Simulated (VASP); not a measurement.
Zn:

```xyz
2
Lattice="2.5469 0.0000 0.0000 -1.2734 2.2057 0.0000 0.0000 0.0000 4.7768" Properties=species:S:1:pos:R:3 pbc="T T T"
Zn    0.0000    1.4704    1.1942
Zn    1.2734    0.7352    3.5826
```

The cell isn't the ideal one: a relaxed cell with its volume scaled by 0.94.

```yaml
Program: VASP 6.6.1
Task: relaxation of shape and atoms at fixed volume
Functional: PBEsol
Potentials_or_basis: VASP PAW PBE potentials, release 64 (Zn)
Cutoff: 600 eV
k_mesh: 18 × 18 × 8
Occupations: methfessel-paxton, width 0.1 eV
Spin: no spin polarisation
```

At the start: pressure 6.7 GPa; volume 13.42 Å³/atom.

Q: Where does the relaxation end?

A: Over 7 steps the energy falls by 3.0 meV/atom; space group P6_3/mmc (No. 194, to 0.05 Å).

The path:
```csv
step,energy change (eV),largest force (eV/Å),pressure (GPa)
1,0.0000,0.0000,6.73
2,-0.0029,0.0000,6.40
3,-0.0055,0.0000,6.05
4,-0.0044,0.0000,5.42
5,-0.0058,0.0000,5.77
6,-0.0059,0.0000,5.85
7,-0.0059,0.0000,5.93
```

Final structure:
```
CELL_PARAMETERS angstrom
2.57452 0.00000 0.00000
-1.28726 2.22960 0.00000
0.00000 0.00000 4.67478
ATOMIC_POSITIONS crystal
Zn 0.33333 0.66667 0.25000
Zn 0.66667 0.33333 0.75000
```

Caveat: the PAW data sets were made with another functional, which shifts forces and pressure a little.
